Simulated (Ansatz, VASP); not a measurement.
## Cross-check of TaN between VASP and Ansatz

Aim: how closely do two programs agree when they are given the same cell, functional and k mesh? The cell is taken from a series of runs on this material, whose earlier steps may have relaxed, scaled, displaced or heated it; both programs get it as it stands.

Method: plane waves, with VASP 6.6.1 beside it; single point at r2SCAN, in Ansatz 0.2.0.

## 1. The structure

Symmetry: P-6m2, No. 187, hexagonal system. The conventional cell has a = 2.938 Å, b = 2.938 Å, c = 2.883 Å, α = 90.00°, β = 90.00°, γ = 120.00°. Ta has 6 N at 2.23 Å nearest. Nearest to N lie 6 Ta at 2.23 Å. Farther neighbours and most contacts between anions are not listed.

## 2. Ansatz: single point, r2SCAN

Ansatz runs on its default PAW (the set named soft_2) files.

A single point gives forces, pressure and levels at one fixed geometry, so differences don't come from the geometry; what else differs is listed under the comparison.

Input file input.yaml:

```yaml
crystal:
  lattice:
    - [2.938, 0.0, 0.0]
    - [-1.469, 2.5443826363, 0.0]
    - [0.0, 0.0, 2.883]
  atoms:
    - { symbol: Ta, position: [0.3333333333, 0.6666666667, 0.5] }
    - { symbol: "N", position: [0.0, 0.0, 0.0] }
kpoints:
  mp_grid: { grid: [9, 9, 6] }
hamiltonian:
  xc: r2scan
scf:
  occupations: { method: gaussian, width: 0.1 }
output:
  forces: true
  stress: true
  eigenvalues: true
```

The run is started by

```bash
$ ansatz run input.yaml --threads 4 --pin off --max-ram 7168MiB --backend cpu --events-out ev --progress --plain --runs-dir out
```

Numbers of over 12 decimals in the logs are rounded to 6 here.

The program printed:

```text
Engine: ansatz 0.2.0, aarch64-unknown-linux-gnu
Pseudopotentials: kind: paw
Pseudopotential: Ta, paw, valence charge 13, recommended cutoff 500 eV (meta_gga), Ta.paw.azcp
Pseudopotential: N, paw, valence charge 5, recommended cutoff 500 eV (meta_gga), N.paw.azcp
Functional definition: r2SCAN
  parameter k0 = 0.174
  parameter k1 = 0.065
  parameter a1 = 4.9479
  exchange = r2scan_x(k0 = k0, k1 = k1, a1 = a1)
  correlation = r2scan_c
Crystal: 2 atoms, lattice volume = 21.552 Å³
Basis set: ecut = 500 eV, 551 PW (Γ), exchange–correlation on 96×96×96 points (64 copies of the dense FFT grid, shifted against one another)
Bands: 13, of which v1, the nominal top of the filled ones, is band 9 counted from 1 (8 counted from 0)
Symmetry: 12 space group operations
Space group: P-6m2 (ITA 187), of the structure as read, at distance tolerance 2.8e-5 Å
k-points: 48 of 486 (time reversal used)
Non-local potential: Ta, projectors of the file, l = 0: 3, l = 1: 2, l = 2: 2, l = 3: 1
Non-local potential: N, projectors of the file, l = 0: 2, l = 1: 2, l = 2: 1
PAW form: soft (Blöchl's): semilocal exchange-correlation on the pseudo side does not see the compensation charge
PAW frozen core: Ta, regenerated for the run's functional (the file was generated under x = pbe(κ = 0.804, μ = 0.219515), c = pbe(β = 0.066725))
PAW frozen core: N, regenerated for the run's functional (the file was generated under x = pbe(κ = 0.804, μ = 0.219515), c = pbe(β = 0.066725))
PAW one-centre angular grid: Ta, 590 points (default); XC on 160 Gauss nodes
PAW one-centre angular grid: N, 302 points (default); XC on 160 Gauss nodes
Initial density: superposition of atomic densities (neutral atoms: chi_scale 0, normalization atom), corrected by the library's trained network
Initial wavefunctions: pseudopotential atomic-orbital guess
Functional: x = r2scan, c = r2scan; τ floored in thin density (d = 2e-4 eV/Å³)
SCF iter   1: F=—  HF=-10331.702856 eV  |F-HF|=—  |Δ(HF+E_count)|=         —  Δρ=1.10e-2  dr2=9.17e-3  dr2_τ=1.21e-1  ethr=1.77e-3  ⟨swp⟩=6.0  Hψ=3396  notcnv=0
preconditioner: auto → none  [insulator: Δε(μ)=0.198 eV  Ē_g=11.687 eV  σ=0.100 eV  W_gap=0.75  n_scr=8 (ndim 8)  ℏωp=25.3 eV  f_vac=0.000  D(μ)=0.09/eV (n_scr^D=0)  ε∞_Penn≈5.7]
SCF iter   2: F=—  HF=-10331.802596 eV  |F-HF|=—  |Δ(HF+E_count)|=   9.97e-2  Δρ=7.44e-3  dr2=6.35e-3  dr2_τ=4.85e-4  ethr=5.10e-5  ⟨swp⟩=2.2  Hψ=1526  notcnv=0
SCF iter   3: F=—  HF=-10331.805887 eV  |F-HF|=—  |Δ(HF+E_count)|=   3.29e-3  Δρ=4.78e-3  dr2=4.26e-3  dr2_τ=6.08e-4  ethr=3.53e-5  ⟨swp⟩=2.0  Hψ=909  notcnv=0
SCF iter   4: F=—  HF=-10331.805249 eV  |F-HF|=—  |Δ(HF+E_count)|=   6.38e-4  Δρ=2.02e-3  dr2=9.31e-4  dr2_τ=5.74e-5  ethr=2.37e-5  ⟨swp⟩=1.8  Hψ=720  notcnv=0
SCF iter   5: F=—  HF=-10331.805094 eV  |F-HF|=—  |Δ(HF+E_count)|=   1.56e-4  Δρ=1.69e-4  dr2=5.98e-6  dr2_τ=4.91e-7  ethr=5.17e-6  ⟨swp⟩=2.0  Hψ=788  notcnv=0
SCF iter   6: F=—  HF=-10331.805097 eV  |F-HF|=—  |Δ(HF+E_count)|=   3.34e-6  Δρ=5.20e-5  dr2=5.71e-7  dr2_τ=3.49e-8  ethr=3.32e-8  ⟨swp⟩=2.2  Hψ=854  notcnv=0
SCF iter   7: F=-10331.805097 eV  HF=-10331.805097 eV  |F-HF|=1.77e-8  |Δ(HF+E_count)|=   7.32e-9  Δρ=1.23e-5  dr2=3.37e-8  dr2_τ=2.52e-9  ethr=5.56e-10  ⟨swp⟩=6.0  Hψ=3014  notcnv=0
SCF 1 converged in 7 iterations: F = -10331.805097 eV  dr2 = 3.37e-8
  greatest PAW one-centre occupation: 0.998 electrons in one spin orbital (limit 2), on the Ta atom at site 0 (counted from 0), in its partial waves of l = 0
SCF converged after 7 iterations
Free energy (F): -10331.805097 eV
Harris-Foulkes:  -10331.805097 eV  (|F-HF|=1.77e-8)
Internal energy: -10331.804650 eV  (E = F + TS)
E sigma→0 (E₀):  -10331.804874 eV
Entropy (-TS):   -0.000447 eV (-0.223 meV/atom)
Fermi energy:    20.443300 eV
--- Per-component energies (eV) ---
  E_band       = -68.278673
  E_kinetic    = 501.335285
  E_local      = -603.791605  (includes V_loc(G=0)·N_el)
  E_nonlocal   = 59.430898
  E_hartree    = 204.026226
  E_xc         = -265.832572
  E_vxc        = -308.535343  (∫ρ·V_xc dr)
  E_paw        = -8552.163997  (= ΣΔE_a)
  E_vpaw       = -140.597116  (= ΣTr[D̂ρ^β])
  E_aug_tail   = 0.000081  (compensation charges beyond the density's cutoff)
  E_vtau       = 15.826061  (kinetic-family band-sum trace: ∫τ·v_τ [+ j·A + Jᵃ·Aᵃ] dr)
  E_ewald      = -1674.023123
  E_core_change = -0.785845  (= ΣΔE_core)
  E_smearing   = -0.000447  (= −TS)
  E_closure    = -0.000000  (closes the sum)
  Σ components = -10331.805097   (vs F -10331.805097, Δ=0.00e0)
--- Forces (eV/Å), atoms counted from 1 ---
  atom   1  Ta     0.00000000     0.00000000     0.00000000
  atom   2  N      0.00000000     0.00000000     0.00000000
  max |Σ_I F_I| component: 6.66e-16 eV/Å
--- Stress (GPa, compression-positive) ---
       -0.298806       0.000000       0.000000
        0.000000      -0.298806       0.000000
        0.000000       0.000000      -0.123909
  P = ⅓ Tr σ = -0.2405 GPa (-2.405 kbar)
--- Band table (eV; the first three rows and the last of 48) ---
  k-point 0: bands = [... 5 lower, 15.3819, 15.3819, 15.8227, 17.0503, 22.6667, 23.9459, 23.9459, 24.4570]
  k-point 1: bands = [... 5 lower, 14.1153, 15.6029, 15.6029, 18.5348, 22.0018, 22.0018, 23.6078, 25.3695]
  k-point 2: bands = [... 5 lower, 11.7194, 16.0476, 16.0476, 20.5000, 20.5000, 21.1224, 24.5709, 24.5709]
  k-point 47: bands = [... 5 lower, 11.7257, 13.3524, 16.0416, 19.6762, 24.9344, 25.3246, 27.1851, 28.2242]
```

In the SCF lines HF is the Harris–Foulkes energy and dr2 the Hartree energy of the density residual, in eV; the loop may stop once dr2 is under the threshold and the program's other checks hold. Hψ counts applications of the Hamiltonian.

The run ends at a pressure of -0.24 GPa.

## 3. VASP: single point, r2SCAN

The same cell, functional, mesh and smearing now go to VASP, with its own data sets.

Lines of VASP's logs that name or quote its potential files are left out, and so is its time.

Input file INCAR:

```
SYSTEM = TaN
PREC = Accurate
ENCUT = 660
EDIFF = 1E-06
NELM = 120
ISMEAR = 0
SIGMA = 0.1
LREAL = .FALSE.
ALGO = Normal
METAGGA = R2SCAN
LASPH = .TRUE.
NBANDS = 14
LORBIT = 11
LWAVE = .FALSE.
LCHARG = .FALSE.
ISIF = 2
GGA_COMPAT = .FALSE.
LMIXTAU = .TRUE.
```

Input file POSCAR:

```
TaN
1.0
    2.9380000000      0.0000000000      0.0000000000
   -1.4690000000      2.5443826363      0.0000000000
    0.0000000000      0.0000000000      2.8830000000
Ta N
1 1
Direct
    0.3333333333      0.6666666667      0.5000000000
    1.0000000000      0.0000000000      0.0000000000
```

Input file KPOINTS:

```
Automatic mesh
0
Gamma
9 9 6
0 0 0
```

Potentials, in the order of the species: Ta_pv and N (PBE family, release 64).

The run is started by

```bash
$ mpirun -np 1 vasp_std
```

The program printed:

```text
[banner, memory and clock lines left out]
running    1 mpi-ranks, on    1 nodes
 distrk:  each k-point on    1 cores,    1 groups
 distr:  one band on    1 cores,    1 groups

 POSCAR found type information on POSCAR TaN
 POSCAR found :  2 types and       2 ions
|                                                                             |
|               ----> ADVICE to this user running VASP <----                  |
|                                                                             |
|     You enforced a specific xc type in the INCAR file but a different       |
|     [... a line on the potential file left out ...]
|     I HOPE YOU KNOW WHAT YOU ARE DOING!                                     |
|                                                                             |

 LDA part: xc-table for (None), standard interpolation
 POSCAR, INCAR and KPOINTS ok, starting setup
 FFT: planning ... GRIDC
 FFT: planning ... GRID_SOFT
 FFT: planning ... GRID
 WAVECAR not read
 entering main loop
       N       E                     dE             d eps       ncg     rms          rms(c)
DAV:   1     0.635377114256E+02    0.63538E+02   -0.10523E+04  1344   0.149E+03
DAV:   2    -0.637224723278E+02   -0.12726E+03   -0.11965E+03  1614   0.374E+02
DAV:   3    -0.673058548041E+02   -0.35834E+01   -0.35445E+01  1590   0.597E+01
DAV:   4    -0.673303868605E+02   -0.24532E-01   -0.24521E-01  1590   0.505E+00
DAV:   5    -0.673306593069E+02   -0.27245E-03   -0.27238E-03  1626   0.492E-01    0.243E+01
DAV:   6    -0.599867777979E+02    0.73439E+01   -0.44851E+00  1596   0.282E+01    0.934E+00
DAV:   7    -0.604889021519E+02   -0.50212E+00   -0.52073E-01  1530   0.726E+00    0.592E+00
DAV:   8    -0.598400892045E+02    0.64881E+00   -0.31440E-01  1506   0.740E+00    0.106E+00
DAV:   9    -0.604070908600E+02   -0.56700E+00   -0.20068E-01  1518   0.577E+00    0.909E-01
DAV:  10    -0.603986925374E+02    0.83983E-02   -0.95817E-03  1644   0.104E+00    0.451E-01
DAV:  11    -0.603932742165E+02    0.54183E-02   -0.43600E-03  1386   0.752E-01    0.350E-01
DAV:  12    -0.603974871950E+02   -0.42130E-02   -0.91653E-03  1578   0.969E-01    0.495E-02
DAV:  13    -0.603973961879E+02    0.91007E-04   -0.73807E-04  1428   0.325E-01    0.366E-02
DAV:  14    -0.603974113219E+02   -0.15134E-04   -0.30465E-05  1434   0.689E-02    0.262E-02
DAV:  15    -0.603973995353E+02    0.11787E-04   -0.12523E-05  1548   0.407E-02    0.541E-03
DAV:  16    -0.603974054201E+02   -0.58848E-05   -0.35722E-06  1350   0.218E-02    0.179E-03
DAV:  17    -0.603974028443E+02    0.25758E-05   -0.62827E-07   870   0.104E-02    0.686E-04
DAV:  18    -0.603974038483E+02   -0.10040E-05   -0.44782E-08   672   0.296E-03    0.584E-04
DAV:  19    -0.603974035256E+02    0.32275E-06   -0.98863E-09   672   0.113E-03
   1 F= -.60397404E+02 E0= -.60397180E+02  d E =-.447773E-03
```

Parts of OUTCAR (step 3):

```text
ion  position               nearest neighbor table
   1  0.333  0.667  0.500-   2 2.23   2 2.23   2 2.23   2 2.23   2 2.23   2 2.23
   2  0.000  0.000  0.000-   1 2.23   1 2.23   1 2.23   1 2.23   1 2.23   1 2.23

  LATTYP: Found a hexagonal cell.
 ALAT       =     2.9380000000
 C/A-ratio  =     0.9812797822

 Subroutine GETGRP returns: Found 12 space group operations
 (whereof 12 operations were pure point group operations)

The static configuration has the point symmetry D_3h.

 Found     48 irreducible k-points:

   k-points           NKPTS =     48   k-points in BZ     NKDIM =     48   number of bands    NBANDS=     14

   dimension x,y,z NGX =    28 NGY =   28 NGZ =   24
   dimension x,y,z NGXF=    56 NGYF=   56 NGZF=   48

   ENCUT  =  660.0 eV  48.51 Ry    6.96 a.u.   6.15  6.15  6.04*2*pi/ulx,y,z

   NELECT =      16.0000    total number of electrons

 k-points in reciprocal lattice and weights: Automatic mesh
   0.00000000  0.00000000  0.00000000       0.002
   0.11111111 -0.00000000  0.00000000       0.012
   0.22222222 -0.00000000  0.00000000       0.012
   0.33333333 -0.00000000  0.00000000       0.012
   0.44444444 -0.00000000  0.00000000       0.012
   0.11111111  0.11111111  0.00000000       0.012
   0.22222222  0.11111111  0.00000000       0.025
   0.33333333  0.11111111  0.00000000       0.025
   0.44444444  0.11111111  0.00000000       0.012
[...]
0.33333333  0.22222222  0.50000000       0.025
   0.33333333  0.33333333  0.50000000       0.004

 average (electrostatic) potential at core
       1 -40.7601       2 -64.5017

 E-fermi :   8.4441

 k-point     1 :       0.0000    0.0000    0.0000
  band No.  band energies     occupation
    ...
      4     -10.5914      2.00000
      5       3.3896      2.00000
      6       3.3896      2.00000
      7       3.8224      2.00000
      8       5.0727      2.00000
      9      10.7050      0.00000
     10      11.9739      0.00000
     11      11.9739      0.00000
     12      12.4466      0.00000
     13      12.4466      0.00000
    ...

 k-point     2 :       0.1111   -0.0000    0.0000
  band No.  band energies     occupation
    ...
      4     -10.3390      2.00000
      5       2.6865      2.00000
      6       3.5824      2.00000
      7       4.1517      2.00000
      8       4.7180      2.00000
      9      11.3834      0.00000
     10      11.6981      0.00000
     11      12.0193      0.00000
     12      12.3159      0.00000
     13      12.7787      0.00000
    ...

 k-point     3 :       0.2222   -0.0000    0.0000
  band No.  band energies     occupation
    ...
      4      -9.6904      2.00000
      5       1.3930      2.00000
      6       3.9536      2.00000
      7       4.0467      2.00000
      8       4.8037      2.00000
      9      10.6115      0.00000
     10      12.0011      0.00000
     11      12.2736      0.00000
     12      13.3734      0.00000
     13      13.4639      0.00000
    ...

  Total        0.1714323      0.1714323      0.2235927      0.0000000      0.0000000      0.0000000
  in kB       12.7445452     12.7445452     16.6222301      0.0000000      0.0000000      0.0000000
  external PRESSURE =      14.0371068 kB  Pullay stress =       0.0000000 kB

  energy-cutoff  :      660.00
  volume of cell :       21.55
      direct lattice vectors                 reciprocal lattice vectors
     2.938000000  0.000000000  0.000000000     0.340367597  0.196511324  0.000000000
    -1.469000000  2.544382636  0.000000000     0.000000000  0.393022648  0.000000000
     0.000000000  0.000000000  2.883000000     0.000000000  0.000000000  0.346860909

 POSITION                                       TOTAL-FORCE (eV/Angst)
 -----------------------------------------------------------------------------------
     -0.00000      1.69626      1.44150         0.000000     -0.000000      0.000000
      0.00000      0.00000      0.00000        -0.000000      0.000000      0.000000
 -----------------------------------------------------------------------------------
    total drift:                                0.000000     -0.000000     -0.000000

  FREE ENERGIE OF THE ION-ELECTRON SYSTEM (eV)
  ---------------------------------------------------
  free  energy   TOTEN  =       -60.3974035256 eV

  energy  without entropy=      -60.3969557527  energy(sigma->0) =      -60.39717964

 total charge
# of ion       s       p       d       tot
------------------------------------------
    1        0.311   6.267   2.423   9.001
    2        1.238   2.526   0.000   3.764
--------------------------------------------------
tot          1.549   8.793   2.423  12.764

[... 3 further parts left out ...]
```

The k-mesh is coarse for a metal.

The run ends at a pressure of 1.40 GPa.

## 4. Differences

Known differences besides the potentials themselves: VASP keeps PBE cores, Ansatz makes them for the functional; the data sets hold 18 valence electrons in Ansatz (on its default PAW (the set named soft_2) files) and 16 in VASP; the cutoff is 500 eV in Ansatz and 660 eV in VASP. Total energies have different zeros and are not compared.

The two programs side by side:

```
      quantity  Ansatz  VASP  difference
pressure (GPa)   -0.24  1.40       -1.64
```

## 5. What the set-up changes

Further runs change the set-up of one program: Ansatz's method, potentials or start, or VASP's data sets, cutoff or form of LDA. The table gives that difference for each run.

```
                                   run  pressure (GPa)
                              as above            -1.6
VASP with the data sets Ta_sv_GW and N           0.068
```

## 6. Outcome

```json
{"difference in pressure (single point, r2SCAN)": "-1.6 GPa"}
```

What this shows: The difference in pressure is -1.6 GPa (single point, r2SCAN), beyond the 1 GPa picked in this series as the mark of a large difference. The data sets hold unlike numbers of valence electrons (18 in Ansatz and 16 in VASP), so part of the differences comes from the potentials. Single point, r2SCAN, VASP with the data sets Ta_sv_GW and N: the difference in pressure goes from -1.6 to 0.068 GPa. Such differences can come from data sets, numerical settings and the points named under the comparisons, not from the functional's error against experiment.

[Lines on the potential files, build, host, timing and source positions are cut from VASP's logs without a mark.]

[Logs are printed without paths, hosts, clocks, repeated set-up lines and the standing remarks that a program may print on its own settings, such as how far it seeks lower states.]

[Hosts, paths, dates, database ids (printed as entryN), source tags and the programs' standing remarks are cut or masked in the printed files.]
